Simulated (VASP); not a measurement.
```yaml
crystal:
  lattice:
    - [0.00000, 2.30292, 2.30292]
    - [2.30292, 0.00000, 2.30292]
    - [2.30292, 2.30292, 0.00000]
  atoms:
    - { symbol: Hf, position: [0.00000, 0.00000, 0.00000] }
    - { symbol: C, position: [0.50000, 0.50000, 0.50000] }
```

Method: PBEsol GGA, VASP's PBE PAW potentials (set 64) (plane waves; VASP 6.6.1). Run with PREC = Normal, EDIFF = 1E-5, 450 eV cut-off, 15×15×15 Γ-centred mesh, first-order Methfessel-Paxton smearing of 0.10 eV, potentials Hf_pv C.

Unless said otherwise, spin-orbit coupling is left out, though it shifts the bands of the heavy elements here.

Task: Estimate the energy per atom (σ→0), band gap (on the k-mesh) with the smallest direct gap where there is one.

Result: 
```json
{
 "band gap (on the k-mesh)": "none (metal, semimetal or under 0.01 eV)",
 "energy per atom (σ→0)": "-11.098 eV/atom"
}
```

The absolute energy has meaning only against runs of the same code, potentials and settings.

The compound is HfC in the rock salt structure. It was relaxed first.
